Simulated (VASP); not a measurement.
An input for Ansatz (written as the equivalent of a VASP run, and not itself run):

Ansatz 0.2 input:
```yaml
crystal:
  lattice:
    - [0.0000000, 4.2283409, 4.3202173]
    - [2.4746561, 0.0000000, 4.3202173]
    - [2.4746561, 4.2283409, 0.0000000]
  atoms:
    - { symbol: Ti, position: [0.7500000, 0.7500000, 0.7500000] }
    - { symbol: Ti, position: [0.5000000, 0.5000000, 0.5000000] }
    - { symbol: Ge, position: [0.0813011, 0.4186989, 0.0813011] }
    - { symbol: Ge, position: [0.4186989, 0.0813011, 0.4186989] }
    - { symbol: Ge, position: [0.1686989, 0.8313011, 0.1686989] }
    - { symbol: Ge, position: [0.8313011, 0.1686989, 0.8313011] }
kpoints:
  mp_grid: { grid: [7, 7, 7] }
hamiltonian:
  xc: lda
  pseudopotentials: { kind: paw }
scf:
  occupations: { method: methfessel_paxton, width: 0.1 }
  max_iter: 100
relax:
  max_steps: 60
  f_tol: 0.02
  cell: {}
output: { forces: true, stress: true, eigenvalues: true }
```

Q: Translate this input to VASP (INCAR, KPOINTS, POSCAR, choice of POTCAR).

A: One answer among several that fit: 
File KPOINTS:
```
Automatic mesh
0
Gamma
7 7 7
0 0 0
```

INCAR:
```
EDIFF=1E-6   # SCF stop (eV)
ENCUT=400
LASPH=.True.   # aspherical one-centre terms
LREAL=.False.   # projection in real space or not
SYSTEM=TiGe2
ALGO=Normal
NELM=100
SIGMA=0.1
LMAXMIX=4   # l cut-off of mixed one-centre charges
IBRION=2   # conjugate gradients
NSW=60
ISMEAR=1   # Methfessel-Paxton
PREC=Accurate
LCHARG=.False.
ISIF=3   # ions, shape and volume
LWAVE=.False.
EDIFFG=-0.02   # ionic stop
```

POSCAR:
```
TiGe2
1
    0.0000000000     4.2283409356     4.3202173222
    2.4746561313     0.0000000000     4.3202173222
    2.4746561313     4.2283409356     0.0000000000
Ti Ge
2 4
Direct
  0.7500000000   0.7500000000   0.7500000000
  0.5000000000   0.5000000000   0.5000000000
  0.0813010614   0.4186989386   0.0813010614
  0.4186989386   0.0813010614   0.4186989386
  0.1686989386   0.8313010614   0.1686989386
  0.8313010614   0.1686989386   0.8313010614
```

POTCAR, in this order: Ti_sv Ge_d (LDA.64 set). Program: vasp_std.

The two are equivalent in intent, not identical: each code has its own PAW files, so the cut-off isn't converted (ENCUT is set for VASP's; basis.ecutwfc is left out, and Ansatz then takes the one that its files recommend); Ansatz stops its SCF on the density residual and VASP on the energy change (EDIFF); Ansatz's lda is the Perdew-Wang form, while the LDA potentials of VASP carry Perdew-Zunger's.

The structure comes from a computed database's TiGe2 entry (Fddd); how it stands against other phases isn't given here. This run relaxes it. Symmetry was kept, so distortions that lower it aren't found. The start is the result of an earlier pass.
